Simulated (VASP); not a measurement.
Input:

```
CELL_PARAMETERS angstrom
      0.00000     2.83433     2.83433
      2.83433     0.00000     2.83433
      2.83433     2.83433     0.00000
ATOMIC_POSITIONS crystal
  Be 0.00000 0.00000 0.00000
  Te 0.75000 0.75000 0.75000
```

Method: PBE GGA, VASP's PBE PAW potentials (set 64) (plane waves; VASP). Run with 480 eV cut-off, 7×7×7 Γ-centred mesh, Gaussian smearing of 0.050 eV, potentials Be Te.

**Question.** Predict the energy per atom (σ→0).

**Answer.** 
```yaml
energy per atom (σ→0): -3.812 eV/atom
```

Only differences to runs with the same potentials and settings are physical.

The compound is BeTe in the zinc blende structure. It was relaxed first. The start is the result of an earlier pass.
